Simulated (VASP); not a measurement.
All values below come from r2SCAN meta-GGA, VASP's PBE PAW potentials (set 64) (plane waves; VASP).

VASP ran on this input.

INCAR:
```
SYSTEM = CdS
PREC = Accurate
ENCUT = 400
EDIFF = 1E-6
NELM = 100
ALGO = Normal
LREAL = .FALSE.
LASPH = .TRUE.
ISMEAR = 0
SIGMA = 0.05
METAGGA = R2SCAN
LMIXTAU = .TRUE.
LMAXMIX = 4
LWAVE = .FALSE.
LCHARG = .FALSE.
IBRION = 2
ISIF = 3
NSW = 60
EDIFFG = -0.01
```

File POSCAR:
```
CdS
1.0
  0.0000000000   2.9367531383   2.9367531383
  2.9367531383   0.0000000000   2.9367531383
  2.9367531383   2.9367531383   0.0000000000
Cd S
1 1
Cartesian
  0.0000000000   0.0000000000   0.0000000000
  1.4683765691   1.4683765691   1.4683765691
```

**KPOINTS**
```
Automatic mesh
0
Gamma
7 7 7
0 0 0
```

POTCAR, in this order: Cd S (PBE.64 set). Program: vasp_std.

Output of the run:

OUTCAR:
```
 ion  position               nearest neighbor table
   1  0.000  0.000  0.000-   2 2.54   2 2.54   2 2.54   2 2.54
   2  0.250  0.250  0.250-   1 2.54   1 2.54   1 2.54   1 2.54
  LATTYP: Found a face centered cubic cell.
 ALAT       =     5.8735062766
 Subroutine PRICEL returns:
 Original cell was already a primitive cell.
 Subroutine GETGRP returns: Found 24 space group operations
The static configuration has the point symmetry T_d .
The dynamic configuration has the point symmetry T_d .
 Subroutine INISYM returns: Found 24 space group operations
 Subroutine IBZKPT returns following result:
 Found     20 irreducible k-points:

 Following reciprocal coordinates:
            Coordinates               Weight
  0.000000  0.000000  0.000000      1.000000
  0.142857  0.000000  0.000000      8.000000
  0.285714  0.000000  0.000000      8.000000
  0.428571  0.000000  0.000000      8.000000
  0.142857  0.142857  0.000000      6.000000
  0.285714  0.142857  0.000000     24.000000
  0.428571  0.142857  0.000000     24.000000
 -0.428571  0.142857  0.000000     24.000000
 -0.285714  0.142857  0.000000     24.000000
 -0.142857  0.142857  0.000000     12.000000
  0.285714  0.285714  0.000000      6.000000
  0.428571  0.285714  0.000000     24.000000
 -0.428571  0.285714  0.000000     24.000000
 -0.285714  0.285714  0.000000     12.000000
  0.428571  0.428571  0.000000      6.000000
 -0.428571  0.428571  0.000000     12.000000
  0.428571  0.285714  0.142857     24.000000
 -0.428571  0.285714  0.142857     48.000000
 -0.428571  0.428571  0.142857     24.000000
 -0.285714  0.428571  0.142857     24.000000
   k-points           NKPTS =     20   k-points in BZ     NKDIM =     20   number of bands    NBANDS=     13
   number of dos      NEDOS =    301   number of ions     NIONS =      2
   total plane-waves  NPLWV =  21952
   dimension x,y,z NGX =    28 NGY =   28 NGZ =   28
   dimension x,y,z NGXF=    56 NGYF=   56 NGZF=   56
   ions per type =               1   1
   PREC   = accura    normal or accurate (medium, high low for compatibility)
   ISTART =      0    job   : 0-new  1-cont  2-samecut
   ICHARG =      2    charge: 1-file 2-atom 10-const
   ISPIN  =      1    spin polarized calculation?
   LNONCOLLINEAR =      F non collinear calculations
   LSORBIT =      F    spin-orbit coupling
   INIWAV =      1    electr: 0-lowe 1-rand  2-diag
   ENCUT  =  400.0 eV  29.40 Ry    5.42 a.u.   6.77  6.77  6.77*2*pi/ulx,y,z
   NELM   =    100;   NELMIN=  2; NELMDL= -5     # of ELM steps
   EDIFF  = 0.1E-05   stopping-criterion for ELM
   LREAL  =      F    real-space projection
   NLSPLINE    = F    spline interpolate recip. space projectors
   LMAXMIX     =    4 max onsite mixed and CHGCAR
   VOSKOWN=      0    Vosko Wilk Nusair interpolation
   EDIFFG = -.1E-01   stopping-criterion for IOM
   NSW    =     60    number of steps for IOM
   NBLOCK =      1;   KBLOCK =     60    inner block; outer block
   IBRION =      2    ionic relax: 0-MD 1-quasi-New 2-CG
   NFREE  =      1    steps in history (QN), initial steepest desc. (CG)
   ISIF   =      3    stress and relaxation
   ISYM   =      2    0-nonsym 1-usesym 2-fastsym
   TEIN   =    0.0    initial temperature
   TEBEG  =    0.0;   TEEND  =   0.0 temperature during run
   SMASS  =  -3.00    Nose mass-parameter (am)
   PSTRESS=    0.0 pullay stress
   NELECT =      18.0000    total number of electrons
   EFERMI =   0.00;   METHOD = LEGACY
   ISMEAR =     0;   SIGMA  =   0.05  broadening in eV -4-tet -1-fermi 0-gaus
   IALGO  =     38    algorithm
   LDIAG  =      T    sub-space diagonalisation (order eigenvalues)
   IMIX   =      4    mixing-type and parameters
     AMIX     =   0.40;   BMIX     =  1.00
     AMIX_MAG =   1.60;   BMIX_MAG =  1.00
...
```

**OSZICAR**
```
       N       E                     dE             d eps       ncg     rms          rms(c)
DAV:   1     0.631515128944E+02    0.63152E+02   -0.80591E+03   568   0.103E+03
DAV:   2    -0.311064134950E+02   -0.94258E+02   -0.90196E+02   640   0.271E+02
DAV:   3    -0.348542507532E+02   -0.37478E+01   -0.37406E+01   595   0.570E+01
DAV:   4    -0.348784300381E+02   -0.24179E-01   -0.24178E-01   590   0.453E+00
DAV:   5    -0.348787833442E+02   -0.35331E-03   -0.35330E-03   610   0.519E-01    0.779E+00
DAV:   6    -0.295896505659E+02    0.52891E+01   -0.41106E+00   520   0.336E+01    0.949E+00
DAV:   7    -0.295995215641E+02   -0.98710E-02   -0.44302E-01   520   0.860E+00    0.543E+00
DAV:   8    -0.295808264021E+02    0.18695E-01   -0.37784E-01   520   0.560E+00    0.125E+00
DAV:   9    -0.296176841108E+02   -0.36858E-01   -0.22253E-01   530   0.426E+00    0.716E-01
DAV:  10    -0.296804821283E+02   -0.62798E-01   -0.28175E-02   530   0.159E+00    0.297E-01
DAV:  11    -0.296806045620E+02   -0.12243E-03   -0.62647E-03   535   0.933E-01    0.181E-01
DAV:  12    -0.296817123900E+02   -0.11078E-02   -0.24752E-03   530   0.579E-01    0.130E-01
DAV:  13    -0.296827213612E+02   -0.10090E-02   -0.22187E-03   525   0.579E-01    0.462E-02
DAV:  14    -0.296832792120E+02   -0.55785E-03   -0.14405E-04   560   0.140E-01    0.890E-03
DAV:  15    -0.296833295459E+02   -0.50334E-04   -0.28754E-05   550   0.525E-02    0.731E-03
DAV:  16    -0.296833340176E+02   -0.44717E-05   -0.69516E-06   545   0.312E-02    0.553E-03
DAV:  17    -0.296833355821E+02   -0.15645E-05   -0.10717E-06   365   0.133E-02    0.310E-03
DAV:  18    -0.296833371065E+02   -0.15244E-05   -0.70990E-07   370   0.101E-02    0.140E-03
DAV:  19    -0.296833370099E+02    0.96634E-07   -0.23585E-07   310   0.461E-03
   1 F= -.29683337E+02 E0= -.29683337E+02  d E =-.296833E+02
```

### OUTCAR
```
------------------------ aborting loop because EDIFF is reached ----------------------------------------
  FORCE on cell =-STRESS in cart. coord.  units (eV):
  Direction    XX          YY          ZZ          XY          YZ          ZX
  --------------------------------------------------------------------------------------
  Total        0.0121051      0.0121051      0.0121051     -0.0000000      0.0000000      0.0000000
  in kB        0.3828645      0.3828645      0.3828645     -0.0000000      0.0000000      0.0000000
  external PRESSURE =       0.3828645 kB  Pullay stress =       0.0000000 kB
  volume of cell :       50.66
      direct lattice vectors                 reciprocal lattice vectors
     0.000000000  2.936753138  2.936753138    -0.170256054  0.170256054  0.170256054
     2.936753138  0.000000000  2.936753138     0.170256054 -0.170256054  0.170256054
     2.936753138  2.936753138  0.000000000     0.170256054  0.170256054 -0.170256054
  FREE ENERGIE OF THE ION-ELECTRON SYSTEM (eV)
  ---------------------------------------------------
  free  energy   TOTEN  =       -29.6833370099 eV

  energy  without entropy=      -29.6833370099  energy(sigma->0) =      -29.68333701

 reached required accuracy - stopping structural energy minimisation
```
(Selected blocks of OUTCAR.)

The compound is CdS in the zinc blende structure, a metastable form; wurtzite is the usual one. It was relaxed first. The start is the result of an earlier pass.
